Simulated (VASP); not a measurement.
Output of a VASP run:

### OSZICAR
```
...
DAV:   8    -0.429460799395E+02    0.28343E-01   -0.24658E-01  2524   0.425E+00    0.130E+00
DAV:   9    -0.428880893033E+02    0.57991E-01   -0.54282E-02  2778   0.247E+00    0.874E-01
DAV:  10    -0.428827213641E+02    0.53679E-02   -0.45160E-02  2559   0.102E+00    0.596E-01
DAV:  11    -0.428848026336E+02   -0.20813E-02   -0.15213E-02  2555   0.635E-01    0.419E-01
DAV:  12    -0.428840222938E+02    0.78034E-03   -0.46448E-03  2534   0.376E-01    0.304E-01
DAV:  13    -0.428839742867E+02    0.48007E-04   -0.21824E-03  3083   0.201E-01    0.196E-01
DAV:  14    -0.428840041494E+02   -0.29863E-04   -0.87016E-04  2419   0.177E-01    0.121E-01
DAV:  15    -0.428839790945E+02    0.25055E-04   -0.15411E-04  2619   0.945E-02    0.722E-02
DAV:  16    -0.428839789070E+02    0.18746E-06   -0.83772E-05  2171   0.391E-02
   1 F= -.42883979E+02 E0= -.42883979E+02  d E =-.428840E+02
       N       E                     dE             d eps       ncg     rms          rms(c)
DAV:   1    -0.428900816435E+02   -0.61025E-02   -0.59157E-01  2331   0.297E+00    0.407E-01
DAV:   2    -0.428895142932E+02    0.56735E-03   -0.31180E-02  2971   0.121E+00    0.240E-01
DAV:   3    -0.428888062255E+02    0.70807E-03   -0.41762E-03  2790   0.526E-01    0.153E-01
DAV:   4    -0.428878966069E+02    0.90962E-03   -0.10720E-03  2688   0.634E-01    0.850E-02
DAV:   5    -0.428877590270E+02    0.13758E-03   -0.10714E-03  2881   0.216E-01    0.506E-02
DAV:   6    -0.428878052663E+02   -0.46239E-04   -0.43032E-04  2635   0.102E-01    0.231E-02
DAV:   7    -0.428877893251E+02    0.15941E-04   -0.12481E-05  1704   0.610E-02    0.148E-02
DAV:   8    -0.428878049563E+02   -0.15631E-04   -0.30870E-05  1777   0.206E-02    0.592E-03
DAV:   9    -0.428878090750E+02   -0.41186E-05   -0.26820E-06  1137   0.107E-02
   2 F= -.42887809E+02 E0= -.42887809E+02  d E =-.383017E-02
       N       E                     dE             d eps       ncg     rms          rms(c)
DAV:   1    -0.428921489592E+02   -0.43440E-02   -0.74850E-01  2321   0.334E+00    0.454E-01
DAV:   2    -0.428914243611E+02    0.72460E-03   -0.38761E-02  2934   0.136E+00    0.272E-01
DAV:   3    -0.428905676070E+02    0.85675E-03   -0.55045E-03  2732   0.577E-01    0.170E-01
DAV:   4    -0.428894064916E+02    0.11611E-02   -0.13502E-03  2856   0.543E-01    0.953E-02
DAV:   5    -0.428892315359E+02    0.17496E-03   -0.12834E-03  2770   0.237E-01    0.566E-02
DAV:   6    -0.428892857269E+02   -0.54191E-04   -0.56723E-04  2545   0.109E-01    0.265E-02
DAV:   7    -0.428892668099E+02    0.18917E-04   -0.11457E-05  1738   0.547E-02    0.186E-02
DAV:   8    -0.428892876302E+02   -0.20820E-04   -0.42422E-05  1968   0.229E-02    0.630E-03
DAV:   9    -0.428892913433E+02   -0.37131E-05   -0.29673E-06  1130   0.919E-03
   3 F= -.42889291E+02 E0= -.42889291E+02  d E =-.531244E-02
       N       E                     dE             d eps       ncg     rms          rms(c)
DAV:   1    -0.428897846487E+02   -0.49702E-03   -0.99064E-02  2333   0.112E+00    0.136E-01
DAV:   2    -0.428898151707E+02   -0.30522E-04   -0.47385E-03  3109   0.454E-01    0.785E-02
DAV:   3    -0.428897140204E+02    0.10115E-03   -0.33563E-04  2607   0.133E-01    0.519E-02
DAV:   4    -0.428896680175E+02    0.46003E-04   -0.82746E-05  2492   0.103E-01    0.293E-02
DAV:   5    -0.428896481410E+02    0.19877E-04   -0.56749E-05  2175   0.963E-02    0.197E-02
DAV:   6    -0.428896452642E+02    0.28768E-05   -0.65456E-05  2379   0.525E-02
   4 F= -.42889645E+02 E0= -.42889645E+02  d E =-.353921E-03
```

**OUTCAR**
```
------------------------ aborting loop because EDIFF is reached ----------------------------------------
  FORCE on cell =-STRESS in cart. coord.  units (eV):
  Direction    XX          YY          ZZ          XY          YZ          ZX
  --------------------------------------------------------------------------------------
  Total       -0.5120097     -0.5120096     -0.4438342      0.0000000      0.0000000      0.0000000
  in kB       -1.5086159     -1.5086157     -1.3077396      0.0000000      0.0000000      0.0000000
  external PRESSURE =      -1.4416571 kB  Pullay stress =       0.0000000 kB
  volume of cell :      543.76
      direct lattice vectors                 reciprocal lattice vectors
     4.341185501 -0.000000000  0.000000000     0.230351824  0.132993697  0.000000000
    -2.170592751  3.759576669  0.000000000     0.000000000  0.265987394  0.000000000
     0.000000000  0.000000000 33.316761855    -0.000000000 -0.000000000  0.030014922
 POSITION                                       TOTAL-FORCE (eV/Angst)
 -----------------------------------------------------------------------------------
     -0.00000      2.50639      9.61578         0.000000     -0.000000      0.006603
      2.17059      3.75958     19.68066        -0.000000     -0.000000     -0.021639
      0.00000      0.00000     13.63610        -0.000000      0.000000      0.021639
      2.17059      1.25319     23.70099        -0.000000      0.000000     -0.006603
     -2.17059      3.75958      7.91793        -0.000000      0.000000      0.012517
      2.17059      1.25319     11.62938         0.000000     -0.000000     -0.013612
     -0.00000      2.50639     15.36591        -0.000000      0.000000     -0.000638
      2.17059      1.25319     17.95085         0.000000     -0.000000      0.000638
     -0.00000      2.50639     21.68739         0.000000      0.000000      0.013612
      4.34119     -0.00000     25.39883        -0.000000      0.000000     -0.012517
 -----------------------------------------------------------------------------------
    total drift:                                0.000000      0.000000     -0.000000
  FREE ENERGIE OF THE ION-ELECTRON SYSTEM (eV)
  ---------------------------------------------------
  free  energy   TOTEN  =       -42.8896452642 eV

  energy  without entropy=      -42.8896452642  energy(sigma->0) =      -42.88964526

 reached required accuracy - stopping structural energy minimisation
```
(Selected blocks of OUTCAR.)

**POSCAR**
```
Bi2Te3 bilayer
1
    4.3548814388     0.0000000000     0.0000000000
   -2.1774407194     3.7714376926     0.0000000000
    0.0000000000     0.0000000000    33.1075315125
Bi Te
4 6
Direct
  0.3333330000   0.6666670000   0.2887930000
  0.0000000000   0.0000000000   0.5905170000
  0.0000000000   0.0000000000   0.4094830000
  0.6666670000   0.3333330000   0.7112070000
  0.0000000000   0.0000000000   0.2375000000
  0.6666670000   0.3333330000   0.3491380000
  0.3333330000   0.6666670000   0.4607760000
  0.6666670000   0.3333330000   0.5392240000
  0.3333330000   0.6666670000   0.6508620000
  0.0000000000   0.0000000000   0.7625000000
```

Problem. Write an INCAR and KPOINTS that could have produced this output.

Solution. Several could match; the one computed here: the input of the run itself, LDA (Ceperley-Alder, Perdew-Zunger), plane waves, VASP's LDA PAW potentials (set 64).

### KPOINTS
```
Automatic mesh
0
Gamma
12 12 1
0 0 0
```

INCAR:
```
SYSTEM = Bi2Te3 bilayer
PREC = Normal; ENCUT = 400; LREAL = F
LASPH = T
EDIFF = 1E-5; NELM = 100; NELMIN = 4
ALGO = Normal; LMAXMIX = 4
ISMEAR = 0; SIGMA = 0.05
IBRION = 2; NSW = 50; ISIF = 4
EDIFFG = -0.03
LWAVE = T; LCHARG = F
```

POTCAR, in this order: Bi_d Te (LDA.64 set). Program: vasp_std.

The cell is a sheet with vacuum, built from Bi2Te3 (tetradymite).
